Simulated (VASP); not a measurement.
An input for Ansatz (written as the equivalent of a VASP run, and not itself run):

Ansatz 0.2 input:
```yaml
crystal:
  lattice:
    - [5.6031540, 0.0000000, 0.0000000]
    - [0.0000000, 5.6031540, 0.0000000]
    - [0.0000000, 0.0000000, 5.6031540]
  atoms:
    - { symbol: Ga, position: [0.9875247, 0.9875247, 0.9875247] }
    - { symbol: Ga, position: [0.5124753, 0.5124753, 0.9875247] }
    - { symbol: Ga, position: [0.5124753, 0.9875247, 0.5124753] }
    - { symbol: Ga, position: [0.9875247, 0.5124753, 0.5124753] }
    - { symbol: Sb, position: [0.2500000, 0.2500000, 0.2500000] }
    - { symbol: P, position: [0.7500000, 0.7500000, 0.2500000] }
    - { symbol: P, position: [0.7500000, 0.2500000, 0.7500000] }
    - { symbol: P, position: [0.2500000, 0.7500000, 0.7500000] }
kpoints:
  mp_grid: { grid: [4, 4, 4] }
hamiltonian:
  xc: pbesol
  pseudopotentials: { kind: paw }
scf:
  occupations: { method: gaussian, width: 0.05 }
  max_iter: 100
relax:
  max_steps: 60
  f_tol: 0.02
  cell: {}
output: { forces: true, stress: true, eigenvalues: true }
```

Q: Translate this input to VASP (INCAR, KPOINTS, POSCAR, choice of POTCAR).

A: One answer among several that fit: 
INCAR:
```
SYSTEM  =  Ga4P3Sb
PREC  =  Accurate; ENCUT  =  400; LREAL  =  .False.
LASPH  =  .True.
EDIFF  =  1E-6; NELM  =  100; ALGO  =  Normal
LMAXMIX  =  4
ISMEAR  =  0; SIGMA  =  0.05
GGA  =  PS
IBRION  =  2; NSW  =  60; ISIF  =  3
EDIFFG  =  -0.02
LWAVE  =  .False.; LCHARG  =  .False.
```

### POSCAR
```
Ga4P3Sb
1
    5.6031540417     0.0000000000    -0.0000000000
   -0.0000000000     5.6031540417     0.0000000000
   -0.0000000000    -0.0000000000     5.6031540417
Ga Sb P
4 1 3
Direct
  0.9875246618   0.9875246618   0.9875246618
  0.5124753382   0.5124753382   0.9875246618
  0.5124753382   0.9875246618   0.5124753382
  0.9875246618   0.5124753382   0.5124753382
  0.2500000000   0.2500000000   0.2500000000
  0.7500000000   0.7500000000   0.2500000000
  0.7500000000   0.2500000000   0.7500000000
  0.2500000000   0.7500000000   0.7500000000
```

KPOINTS:
```
Automatic mesh
0
gamma
 4 4 4
0 0 0
```

POTCAR, in this order: Ga_d Sb P (PBE.64 set). Program: vasp_std.

What does not carry over: each code has its own PAW files, so the cut-off isn't converted (ENCUT is set for VASP's; basis.ecutwfc is left out, and Ansatz then takes the one that its files recommend); Ansatz stops its SCF on the density residual and VASP on the energy change (EDIFF).

The structure was generated: Ga4P3Sb was put into an ordered model structure (P-43m), which need not be its known phase. It was relaxed first. The start is the result of an earlier pass.
